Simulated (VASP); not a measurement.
An input for Quantum ESPRESSO's pw.x (written as the equivalent of a VASP run, and not itself run):

```
&CONTROL
  calculation = 'scf'
  pseudo_dir = './pseudo'
  outdir = './out'
  tprnfor = .true.
  tstress = .true.
/
&SYSTEM
  ibrav = 0
  nat = 6
  ntyp = 2
  ecutwfc = 82
  occupations = 'smearing'
  smearing = 'fermi-dirac'
  degauss = 0.00735
  input_dft = 'pz'
/
&ELECTRONS
  conv_thr = 7.3e-08
  electron_maxstep = 100
/
ATOMIC_SPECIES
  Pd 106.420 Pd.upf
  Tl 204.380 Tl.upf
CELL_PARAMETERS angstrom
    -3.3560000    3.3560000    2.8740000
     3.3560000   -3.3560000    2.8740000
     3.3560000    3.3560000   -2.8740000
ATOMIC_POSITIONS crystal
  Pd   0.2500000  0.2500000  0.0000000
  Pd   0.7500000  0.7500000  0.0000000
  Tl   0.6656000  0.1656000  0.8312000
  Tl   0.1656000  0.3344000  0.5000000
  Tl   0.3344000  0.8344000  0.1688000
  Tl   0.8344000  0.6656000  0.5000000
K_POINTS automatic
  5 5 5 0 0 0
```

**Question.** Write the VASP files for the same calculation (LDA).

**Answer.** Several could match; the one computed here: 
File POSCAR:
```
Tl2Pd
5.5484550
 -0.6048530627   0.6048530627   0.5179820328
  0.6048530627  -0.6048530627   0.5179820328
  0.6048530627   0.6048530627  -0.5179820328
Pd Tl
2 4
Cartesian
  0.0000000000   0.0000000000   0.2589910164
  0.0000000000   0.0000000000   0.7769730493
  0.2003273344   0.8051803971  -0.0000000000
  0.4045257283   0.2003273344   0.0000000000
  0.4045257283  -0.2003273344   0.5179820328
  0.2003273344   0.4045257283   0.5179820328
```

### INCAR
```
SYSTEM = Tl2Pd
PREC = Accurate; ENCUT = 300; LREAL = F
LASPH = T
EDIFF = 1E-6; NELM = 100; ALGO = Normal
LMAXMIX = 4
ISMEAR = -1; SIGMA = 0.1
ISIF = 2
LWAVE = F; LCHARG = F
```

KPOINTS:
```
Regular mesh
0
gamma
 5 5 5
```

POTCAR, in this order: Pd Tl_d (LDA.64 set). Program: vasp_std.

The two are equivalent in intent, not identical: the potentials are each code's own (VASP's PAW set, PseudoDojo norm-conserving files in pw.x), so ENCUT and ecutwfc are chosen apart and not converted; conv_thr bounds pw.x's estimated SCF error, while EDIFF bounds the energy change between steps.

The structure comes from a measured Tl2Pd entry (I4/mcm) of the Crystallography Open Database, whose conditions weren't checked. The cell was not relaxed at this level. The run is one of a series of settings (GGA removed, POTCAR Pd Tl_d (LDA.64 set) against the base run), some of them coarse on purpose.
